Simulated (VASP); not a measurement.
# RbPd (Fm-3m) in VASP: notebook

Aim: see how the results for RbPd move with the level of theory and the settings. Levels: r2SCAN, rSCAN, r2SCAN+D3(BJ). Tasks: relaxation of cell and atoms.

Everything below comes from runs of VASP 6.6.1. Logs are shortened: lines on timing, memory, paths and dates and some standing lists are left out, and cuts for length are marked.

## Step 1: The crystal as given

It takes space group Fm-3m (No. 225, cubic). Conventional cell: a = 6.230 Å, b = 6.230 Å, c = 6.230 Å, α = 90.00°, β = 90.00°, γ = 90.00°. Rb (site symmetry m-3m) is surrounded by 6 Pd at 3.11 Å. Pd (site symmetry m-3m) has 6 Rb at 3.11 Å as nearest neighbours.

The cell was built by a generator and needn't be a form met in nature.

## Step 2: Relaxation of cell and atoms, r2SCAN

File INCAR:

```
PREC = Accurate
ENCUT = 600
EDIFF = 1E-6
ISMEAR = 1
SIGMA = 0.1
LREAL = False
LASPH = True
NELM = 100
ALGO = Normal
ISIF = 3
LWAVE = False
LCHARG = False
METAGGA = R2SCAN
LMIXTAU = True
IBRION = 2
NSW = 60
EDIFFG = -0.01
```

File KPOINTS:

```
Automatic mesh
0
Gamma
  7 7 7
```

File POSCAR:

```
RbPd
1.0
    0.0000000000      3.1148990200      3.1148990200
    3.1148990200      0.0000000000      3.1148990200
    3.1148990200      3.1148990200      0.0000000000
Rb Pd
1 1
Direct
    0.5000000000      0.5000000000      0.5000000000
    0.0000000000      0.0000000000      0.0000000000
```

Potentials or basis: VASP PAW PBE potentials, release 64 (Rb_sv, Pd).

Run with:

```bash
cat potpaw_PBE.64/Rb_sv/POTCAR potpaw_PBE.64/Pd/POTCAR > POTCAR
mpirun -np 1 vasp_std > vasp.out
```

OUTCAR:

```text
PREC = Accurate
   ENCUT = 600
   EDIFF = 1E-6
   ISMEAR = 1
   LREAL = False
   LASPH = True
   NELM = 100
   ISIF = 3
   METAGGA = R2SCAN
   IBRION = 2
   NSW = 60
   EDIFFG = -0.01

 ion  position               nearest neighbor table
   1  0.500  0.500  0.500-   2 3.11   2 3.11   2 3.11   2 3.11   2 3.11   2 3.11
   2  0.000  0.000  0.000-   1 3.11   1 3.11   1 3.11   1 3.11   1 3.11   1 3.11

  LATTYP: Found a face centered cubic cell.
 ALAT       =     6.2297980400

  Lattice vectors:

 A1 = (   0.0000000000,   3.1148990200,   3.1148990200)
 A2 = (   3.1148990200,   0.0000000000,   3.1148990200)
 A3 = (   3.1148990200,   3.1148990200,   0.0000000000)

Analysis of symmetry for initial positions (statically):
=====================================================================
 Subroutine PRICEL returns:
 Original cell was already a primitive cell.

 Routine SETGRP: Setting up the symmetry group for a
 face centered cubic supercell.

 Subroutine GETGRP returns: Found 48 space group operations
 (whereof 48 operations were pure point group operations)
 out of a pool of 48 trial point group operations.

The static configuration has the point symmetry O_h .

Analysis of symmetry for dynamics (positions and initial velocities):
=====================================================================
 Subroutine PRICEL returns:
 Original cell was already a primitive cell.

 Routine SETGRP: Setting up the symmetry group for a
 face centered cubic supercell.

 Subroutine GETGRP returns: Found 48 space group operations
 (whereof 48 operations were pure point group operations)
 out of a pool of 48 trial point group operations.

The dynamic configuration has the point symmetry O_h .

 Subroutine INISYM returns: Found 48 space group operations
 (whereof 48 operations are pure point group operations),
 and found     1 'primitive' translations

----------------------------------------------------------------------------------------

                                     Primitive cell

  volume of cell :      60.4452

  direct lattice vectors                    reciprocal lattice vectors
     0.000000000  3.114899020  3.114899020    -0.160518847  0.160518847  0.160518847
     3.114899020  0.000000000  3.114899020     0.160518847 -0.160518847  0.160518847
     3.114899020  3.114899020  0.000000000     0.160518847  0.160518847 -0.160518847

  length of vectors
     4.405132440  4.405132440  4.405132440     0.278026799  0.278026799  0.278026799

  position of ions in fractional coordinates (direct lattice)
     0.500000000  0.500000000  0.500000000
     0.000000000  0.000000000  0.000000000

  ion indices of the primitive-cell ions
   primitive index   ion index
                 1           1
                 2           2

----------------------------------------------------------------------------------------

 KPOINTS: Automatic mesh

Automatic generation of k-mesh.
 Grid dimensions read from file:
 generate k-points for:    7    7    7

 Generating k-lattice:

  Cartesian coordinates                     Fractional coordinates (reciprocal lattice)
    -0.022931264  0.022931264  0.022931264     0.142857143  0.000000000  0.000000000
     0.022931264 -0.022931264  0.022931264     0.000000000  0.142857143  0.000000000
     0.022931264  0.022931264 -0.022931264     0.000000000  0.000000000  0.142857143

  Length of vectors
     0.039718114  0.039718114  0.039718114

  Shift w.r.t. Gamma in fractional coordinates (k-lattice)
     0.000000000  0.000000000  0.000000000

 Subroutine IBZKPT returns following result:
 ===========================================

 Found     20 irreducible k-points:

 Following reciprocal coordinates:
            Coordinates               Weight
  0.000000  0.000000  0.000000      1.000000
  0.142857  0.000000  0.000000      8.000000
  0.285714  0.000000  0.000000      8.000000
  0.428571  0.000000  0.000000      8.000000
  0.142857  0.142857  0.000000      6.000000
  0.285714  0.142857  0.000000     24.000000
[... 12 lines left out ...]
 -0.428571  0.428571  0.142857     24.000000
 -0.285714  0.428571  0.142857     24.000000
   k-points           NKPTS =     20   k-points in BZ     NKDIM =     20   number of bands    NBANDS=     13
   number of dos      NEDOS =    301   number of ions     NIONS =      2
   total plane-waves  NPLWV =  46656
   dimension x,y,z NGX =    36 NGY =   36 NGZ =   36
   dimension x,y,z NGXF=    72 NGYF=   72 NGZF=   72
   ions per type =               1   1
   NGX,Y,Z   is equivalent  to a cutoff of  13.59, 13.59, 13.59 a.u.
   NGXF,Y,Z  is equivalent  to a cutoff of  27.17, 27.17, 27.17 a.u.
 SYSTEM =  unknown system
   PREC   = accura    normal or accurate (medium, high low for compatibility)
   ISTART =      0    job   : 0-new  1-cont  2-samecut
   ICHARG =      2    charge: 1-file 2-atom 10-const
   ISPIN  =      1    spin polarized calculation?
   LNONCOLLINEAR =      F non collinear calculations
   LSORBIT =      F    spin-orbit coupling
   LASPH  =      T    aspherical Exc in radial PAW
   ENCUT  =  600.0 eV  44.10 Ry    6.64 a.u.   8.80  8.80  8.80*2*pi/ulx,y,z
   NELM   =    100;   NELMIN=  2; NELMDL= -5     # of ELM steps
   EDIFF  = 0.1E-05   stopping-criterion for ELM
   LREAL  =      F    real-space projection
   EDIFFG = -.1E-01   stopping-criterion for IOM
   NSW    =     60    number of steps for IOM
   IBRION =      2    ionic relax: 0-MD 1-quasi-New 2-CG
   NFREE  =      1    steps in history (QN), initial steepest desc. (CG)
   ISIF   =      3    stress and relaxation
   ISYM   =      2    0-nonsym 1-usesym 2-fastsym
   POTIM  = 0.5000    time-step for ionic-motion
   TEBEG  =    0.0;   TEEND  =   0.0 temperature during run
   PSTRESS=    0.0 pullay stress
   NELECT =      19.0000    total number of electrons
   NUPDOWN=      -1.0000    fix difference up-down
   EMIN   =  10.00;   EMAX   =-10.00  energy-range for DOS
   EFERMI =   0.00;   METHOD = LEGACY
   ISMEAR =     1;   SIGMA  =   0.10  broadening in eV -4-tet -1-fermi 0-gaus
   EFERMI_NEDOS =   21; number of points for ismear=-14 and -15
   IALGO  =     38    algorithm
   IMIX   =      4    mixing-type and parameters
     AMIX     =   0.40;   BMIX     =  1.00
     AMIX_MAG =   1.60;   BMIX_MAG =  1.00
  volume/ion in A,a.u.               =      30.22       203.95
  Fermi-wavevector in a.u.,A,eV,Ry     =   1.113112  2.103476 16.857857  1.239018
  Thomas-Fermi vector in A             =   2.249693
   LORBIT       =      0    0 simple, 1 ext, 2 COOP (PROOUT), +10 PAW based schemes
   METAGGA = R2SCAN    functional components
   LHFCALC =     F    Hartree Fock is set to
   AEXX    =    0.0000 exact exchange contribution
   IVDW    =     0    specifies the selected vdW correction
   LEPSILON=     F    determine dielectric tensor
   LRPA    =     F    only Hartree local field effects (RPA)
 conjugate gradient relaxation of ions
 non-spin polarized calculation
 Methfessel and Paxton  Order N= 1 SIGMA  =   0.10
  energy-cutoff  :      600.00
  volume of cell :       60.45
 maximum number of plane-waves:      2026
   NGX = 17   NGY = 17   NGZ = 17

--------------------------------------- Ionic step        1  -------------------------------------------

 number of electron      19.0000000 magnetization

 Free energy of the ion-electron system (eV)
  ---------------------------------------------------
  ext. energy  EPLUGINS =         0.00000000
  ---------------------------------------------------
  free energy    TOTEN  =       -35.44258955 eV

  energy without entropy =      -35.44431591  energy(sigma->0) =      -35.44316501

------------------------ aborting loop because EDIFF is reached ----------------------------------------

  FORCE on cell =-STRESS in cart. coord.  units (eV):
  Direction    XX          YY          ZZ          XY          YZ          ZX
  --------------------------------------------------------------------------------------
  -------------------------------------------------------------------------------------
  Total        1.0313641      1.0313641      1.0313641     -0.0000000     -0.0000000      0.0000000
  in kB       27.3376184     27.3376184     27.3376184     -0.0000000     -0.0000000      0.0000000
  external PRESSURE =      27.3376184 kB  Pullay stress =       0.0000000 kB

 VOLUME and BASIS-vectors are now :
 -----------------------------------------------------------------------------
  energy-cutoff  :      600.00
  volume of cell :       60.45
      direct lattice vectors                 reciprocal lattice vectors
     0.000000000  3.114899020  3.114899020    -0.160518847  0.160518847  0.160518847
     3.114899020  0.000000000  3.114899020     0.160518847 -0.160518847  0.160518847
     3.114899020  3.114899020  0.000000000     0.160518847  0.160518847 -0.160518847
[... 73 lines left out ...]
 POSITION                                       TOTAL-FORCE (eV/Angst)
 -----------------------------------------------------------------------------------
      3.24753      3.24753      3.24753         0.000000     -0.000000     -0.000000
      0.00000      0.00000      0.00000        -0.000000      0.000000      0.000000
 -----------------------------------------------------------------------------------
    total drift:                                0.000000      0.000000      0.000000

  FREE ENERGIE OF THE ION-ELECTRON SYSTEM (eV)
  ---------------------------------------------------
  free  energy   TOTEN  =       -35.5083903959 eV

  energy  without entropy=      -35.5086236787  energy(sigma->0) =      -35.50846816

--------------------------------------- Ionic step        4  -------------------------------------------

 number of electron      19.0000001 magnetization

 Free energy of the ion-electron system (eV)
  ---------------------------------------------------
  ext. energy  EPLUGINS =         0.00000000
  ---------------------------------------------------
  free energy    TOTEN  =       -35.50901503 eV

  energy without entropy =      -35.50925264  energy(sigma->0) =      -35.50909423

 E-fermi :   1.7744     XC(G=0):  -8.6441

 val. band max:        1.6333076257   @ k =   0.4286   0.4286   0.0000
 cond. band min:       1.7881195966   @ k =   0.4286   0.0000   0.0000
 fundamental gap:      0.1548119708
 Fermi energy:         1.7743597781

 k-point     1 :       0.0000    0.0000    0.0000
  band No.  band energies     occupation
      1     -26.3059      2.00000
      2      -9.8160      2.00000
      3      -9.8160      2.00000
      4      -9.8160      2.00000
      5      -0.7249      2.00000
      6       0.2457      2.00000
      7       0.2457      2.00000
      8       0.2600      2.00000
      9       0.2600      2.00000
     10       0.2600      2.00000
     11       8.1200      0.00000
     12       8.1200      0.00000
     13       8.1200      0.00000

 k-point     2 :       0.1429    0.0000    0.0000
  band No.  band energies     occupation
      1     -26.3027      2.00000
      2      -9.8767      2.00000
      3      -9.8279      2.00000
      4      -9.8279      2.00000
      5      -0.4088      2.00000
      6       0.2707      2.00000
      7       0.3018      2.00000
      8       0.3018      2.00000
      9       0.3176      2.00000
     10       0.3176      2.00000
     11       6.8753      0.00000
[... 310 lines left out ...]
 POSITION                                       TOTAL-FORCE (eV/Angst)
 -----------------------------------------------------------------------------------
      3.26161      3.26161      3.26161         0.000000     -0.000000     -0.000000
      3.26161      3.26161      0.00000         0.000000      0.000000      0.000000
 -----------------------------------------------------------------------------------
    total drift:                                0.000000      0.000000      0.000000

  FREE ENERGIE OF THE ION-ELECTRON SYSTEM (eV)
  ---------------------------------------------------
  free  energy   TOTEN  =       -35.5090150284 eV

  energy  without entropy=      -35.5092526375  energy(sigma->0) =      -35.50909423

 reached required accuracy - stopping structural energy minimisation
```

It took 2.6 min on 1 thread of Intel Xeon 6975P-C (Granite Rapids), shared host; peak memory 0.24 GiB.

What came out:

```
Free energy                            : -35.5090 eV
Relaxed volume                         : 34.70 Å³/atom
Relaxed cell                           : a = 4.613 Å, b = 4.613 Å, c = 4.613 Å, α = 60.00°, β = 60.00°, γ = 60.00°
Space group after relaxing (to 0.05 Å) : Fm-3m (No. 225)
Energy gained by relaxing              : 33.2 meV/atom
Ionic steps                            : 4
Pressure after relaxing                : 0.0 GPa
Band gap on the k mesh                 : none (metal or under the smearing width)
```

Step by step:
| step | energy change (eV) | largest force (eV/Å) | pressure (GPa) | volume (Å³) |
| --- | --- | --- | --- | --- |
| 1 | 0.0000 | 0.0000 | 2.73 | 60.45 |
| 2 | -0.0527 | 0.0000 | 1.06 | 65.07 |
| 3 | -0.0658 | 0.0000 | 0.20 | 68.50 |
| 4 | -0.0664 | 0.0000 | 0.02 | 69.39 |

Final structure:
```
CELL_PARAMETERS angstrom
0.00000 3.26161 3.26161
3.26161 0.00000 3.26161
3.26161 3.26161 0.00000
ATOMIC_POSITIONS crystal
Rb 0.50000 0.50000 0.50000
Pd 0.00000 0.00000 0.00000
```

Levels at points of the mesh, in eV from the Fermi level:
```csv
k point,band 8,band 9,band 10,band 11,band 12,band 13
"(0.00, 0.00, 0.00)",-1.51,-1.51,-1.51,6.35,6.35,6.35
```

Caveat: the PAW data sets were made with another functional, which shifts forces and pressure a little.

## Step 3: Relaxation of cell and atoms, rSCAN

File INCAR:

```
SYSTEM = RbPd
PREC = Accurate ; ENCUT = 600
EDIFF = 1E-6 ; ISMEAR = 1
SIGMA = 0.1 ; LREAL = .False.
LASPH = .True. ; NELM = 80
ALGO = Normal ; ISIF = 3
LWAVE = .False. ; LCHARG = .False.
METAGGA = RSCAN ; LMIXTAU = .True.
IBRION = 2 ; NSW = 60
EDIFFG = -0.01
```

File KPOINTS:

```
Automatic mesh
0
Gamma
  7 7 7
  0 0 0
```

POSCAR is that of step 2.

Potentials or basis: VASP PAW PBE potentials, release 64 (Rb_sv, Pd).

Run with:

```bash
cat potpaw_PBE.64/Rb_sv/POTCAR potpaw_PBE.64/Pd/POTCAR > POTCAR
mpirun -np 1 vasp_std > vasp.out
```

Run time: 2.8 min. Hardware: 1 thread of Intel Xeon 6975P-C (Granite Rapids), shared host; peak memory 0.24 GiB.

Results (log left out):

- Free energy: -63.0100 eV
- Relaxed volume: 34.83 Å³/atom
- Relaxed cell: a = 4.618 Å, b = 4.618 Å, c = 4.618 Å, α = 60.00°, β = 60.00°, γ = 60.00°
- Space group after relaxing (to 0.05 Å): Fm-3m (No. 225)
- Energy gained by relaxing: 32.4 meV/atom
- Ionic steps: 4
- Pressure after relaxing: 0.0 GPa
- Band gap on the k mesh: none (metal or under the smearing width)

Step by step:
```csv
step,energy change (eV),largest force (eV/Å),pressure (GPa),volume (Å³)
1,0.0000,0.0000,2.68,60.45
2,-0.0510,0.0000,1.05,64.97
3,-0.0627,0.0000,-0.34,71.38
4,-0.0648,0.0000,-0.03,69.66
```

Final structure:
```xyz
2
Lattice="0.0000 3.2658 3.2658 3.2658 0.0000 3.2658 3.2658 3.2658 0.0000" Properties=species:S:1:pos:R:3 pbc="T T T"
Rb    3.2658    3.2658    3.2658
Pd    0.0000    0.0000    0.0000
```

Levels at points of the mesh, in eV from the Fermi level:
```
           k point  band 8  band 9  band 10  band 11  band 12  band 13
(0.00, 0.00, 0.00)   -1.51   -1.51    -1.51     6.34     6.34     6.34
```

Caveat: the volume moved by over 15 % at a fixed basis, so the end points are rough; the PAW data sets were made with another functional, which shifts forces and pressure a little.

## Step 4: Relaxation of cell and atoms, r2SCAN+D3(BJ)

File INCAR:

```
SYSTEM = RbPd
ALGO = Normal
EDIFF = 1E-6
EDIFFG = -0.005
ENCUT = 600
IBRION = 2
ISIF = 3
ISMEAR = 1
IVDW = 12
LASPH = .True.
LCHARG = .False.
LMIXTAU = .True.
LREAL = .False.
LWAVE = .False.
METAGGA = R2SCAN
NELM = 80
NSW = 60
PREC = Accurate
SIGMA = 0.1
VDW_A1 = 0.49484001
VDW_A2 = 5.73083694
VDW_S6 = 1.0
VDW_S8 = 0.78981345
```

File KPOINTS:

```
k-points
0
Gamma
  7 7 7
  0 0 0
```

POSCAR is that of step 3.

Run with:

```bash
cat potpaw_PBE.64/Rb_sv/POTCAR potpaw_PBE.64/Pd/POTCAR > POTCAR
mpirun -np 1 vasp_std > vasp.out
```

Run time: 2.6 min. Hardware: 1 thread of Intel Xeon 6975P-C (Granite Rapids), shared host; peak memory 0.25 GiB.

It converged, with:

| Property | Result |
| --- | --- |
| Free energy | -35.7723 eV |
| Relaxed volume | 33.29 Å³/atom |
| Relaxed cell | a = 4.550 Å, b = 4.550 Å, c = 4.550 Å, α = 60.00°, β = 60.00°, γ = 60.00° |
| Space group after relaxing (to 0.05 Å) | Fm-3m (No. 225) |
| Energy gained by relaxing | 16.3 meV/atom |
| Ionic steps | 4 |
| Pressure after relaxing | 0.0 GPa |
| Band gap on the k mesh | none (metal or under the smearing width) |
| Dispersion energy per atom | -0.134 eV |

Step by step:
```csv
step,energy change (eV),largest force (eV/Å),pressure (GPa),volume (Å³)
1,0.0000,0.0000,1.93,60.45
2,-0.0263,0.0000,0.75,63.68
3,-0.0316,0.0000,-0.27,67.72
4,-0.0326,0.0000,-0.02,66.59
```

Final structure:
```cif
data_structure
_symmetry_space_group_name_H-M 'P 1'
_symmetry_Int_Tables_number 1
_cell_length_a 4.5496
_cell_length_b 4.5496
_cell_length_c 4.5496
_cell_angle_alpha 60.000
_cell_angle_beta 60.000
_cell_angle_gamma 60.000
_cell_volume 66.59
loop_
_atom_site_label
_atom_site_type_symbol
_atom_site_fract_x
_atom_site_fract_y
_atom_site_fract_z
_atom_site_occupancy
Rb1 Rb 0.50000 0.50000 0.50000 1
Pd1 Pd 0.00000 0.00000 0.00000 1
```

Levels at points of the mesh, in eV from the Fermi level:
```csv
k point,band 6,band 7,band 8,band 9,band 10,band 11,band 12,band 13
"(0.00, 0.00, 0.00)",-1.62,-1.62,-1.60,-1.60,-1.60,6.43,6.43,6.43
```

Caveat: the PAW data sets were made with another functional, which shifts forces and pressure a little; pairwise dispersion overbinds metals, which lowers pressure and volume.

## Step 5: Summary

```csv
level,gap on the mesh (eV),pressure (GPa),relaxed volume (Å³/atom)
r2SCAN,none,0.0,34.70
rSCAN,none,0.0,34.83
r2SCAN+D3(BJ),none,0.0,33.29
```

Alike in all rows: task relaxation of cell and atoms; potentials or basis VASP PAW PBE potentials, release 64 (Rb_sv, Pd); no spin polarisation; cell relaxed; k mesh 7 × 7 × 7; cutoff (eV) 600; smearing methfessel-paxton 0.1 eV.

Caveats: the PAW data sets were made with another functional, which shifts forces and pressure a little; the volume moved by over 15 % at a fixed basis, so the end points are rough (some runs); pairwise dispersion overbinds metals, which lowers pressure and volume (some runs).

Absolute energies hang on the potentials; compare differences alone.
